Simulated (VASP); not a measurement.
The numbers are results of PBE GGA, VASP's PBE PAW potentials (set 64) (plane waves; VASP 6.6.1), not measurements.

VASP input:

**INCAR**
```
ALGO  =  Normal
EDIFF  =  1E-6
ENCUT  =  525
GGA  =  PE
ISIF  =  2
ISMEAR  =  0
LASPH  =  T
LCHARG  =  F
LMAXMIX  =  4
LREAL  =  F
LWAVE  =  F
NELM  =  100
PREC  =  Accurate
SIGMA  =  0.272
SYSTEM  =  In
```

### KPOINTS
```
Automatic mesh
0
Gamma
11 11 11
0 0 0
```

File POSCAR:
```
In
3.3747180
 -0.4800273682   0.4800273682   0.7342666854
  0.4800273682  -0.4800273682   0.7342666854
  0.4800273682   0.4800273682  -0.7342666854
In
1
direct
  0.0000000000   0.0000000000   0.0000000000
```

POTCAR, in this order: In_d (PBE.64 set). Program: vasp_std.

Output

OSZICAR:
```
       N       E                     dE             d eps       ncg     rms          rms(c)
DAV:   1     0.713259868266E+02    0.71326E+02   -0.66370E+03  2528   0.166E+03
DAV:   2     0.175242189831E+00   -0.71151E+02   -0.70049E+02  2566   0.290E+02
DAV:   3    -0.251842233182E+01   -0.26937E+01   -0.26817E+01  2856   0.646E+01
DAV:   4    -0.258079285531E+01   -0.62371E-01   -0.62348E-01  3100   0.101E+01
DAV:   5    -0.258386686126E+01   -0.30740E-02   -0.30739E-02  3074   0.189E+00    0.232E+00
DAV:   6    -0.256078297533E+01    0.23084E-01   -0.44673E-02  2912   0.469E+00    0.115E+00
DAV:   7    -0.255621970332E+01    0.45633E-02   -0.14451E-02  2960   0.249E+00    0.258E-01
DAV:   8    -0.255593615676E+01    0.28355E-03   -0.85545E-04  3172   0.583E-01    0.323E-02
DAV:   9    -0.255594043656E+01   -0.42798E-05   -0.13997E-05  3366   0.607E-02    0.150E-02
DAV:  10    -0.255594168919E+01   -0.12526E-05   -0.15525E-06  2578   0.154E-02    0.194E-03
DAV:  11    -0.255594161130E+01    0.77890E-07   -0.84593E-08  1420   0.389E-03
   1 F= -.25559416E+01 E0= -.25469202E+01  d E =-.180429E-01
```

**OUTCAR**
```
------------------------ aborting loop because EDIFF is reached ----------------------------------------
  FORCE on cell =-STRESS in cart. coord.  units (eV):
  Direction    XX          YY          ZZ          XY          YZ          ZX
  --------------------------------------------------------------------------------------
  Total        0.4046157      0.4046157      0.3054458      0.0000000      0.0000000      0.0000000
  in kB       24.9226942     24.9226942     18.8142302      0.0000000      0.0000000      0.0000000
  external PRESSURE =      22.8865395 kB  Pullay stress =       0.0000000 kB
  volume of cell :       26.01
      direct lattice vectors                 reciprocal lattice vectors
    -1.619957000  1.619957000  2.477943000     0.000000000  0.308650168  0.201780267
     1.619957000 -1.619957000  2.477943000     0.308650168  0.000000000  0.201780267
     1.619957000  1.619957000 -2.477943000     0.308650168  0.308650168  0.000000000
 POSITION                                       TOTAL-FORCE (eV/Angst)
 -----------------------------------------------------------------------------------
      0.00000      0.00000      0.00000         0.000000      0.000000      0.000000
 -----------------------------------------------------------------------------------
    total drift:                               -0.000000     -0.000000     -0.000000
  FREE ENERGIE OF THE ION-ELECTRON SYSTEM (eV)
  ---------------------------------------------------
  free  energy   TOTEN  =        -2.5559416113 eV

  energy  without entropy=       -2.5378987262  energy(sigma->0) =       -2.54692017
```
(Selected blocks of OUTCAR.)

The structure comes from a computed database's In entry; how it stands against other phases isn't given here. The cell was not relaxed at this level. The run is one of a series of settings (ENCUT = 525 against the base run), some of them coarse on purpose.
